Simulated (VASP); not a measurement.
Consider the following.

```yaml
crystal:
  lattice:
    - [-1.61072, 1.61072, 1.61072]
    - [1.61072, -1.61072, 1.61072]
    - [1.61072, 1.61072, -1.61072]
  atoms:
    - { symbol: Ag, position: [0.00000, 0.00000, 0.00000] }
```

Level of theory: PBEsol GGA, VASP's PBE PAW potentials (set 64) (plane waves; VASP). Numerical set-up: 400 eV cut-off, Gaussian smearing of 0.050 eV, potentials Ag.

### Question
Predict the band gap (along the path) with the smallest direct gap where there is one.

### Answer

band gap (along the path): none (metal, semimetal or under 0.01 eV)

The structure was generated: Ag was put into the bcc type (Im-3m), which need not be its known phase. It was relaxed first.
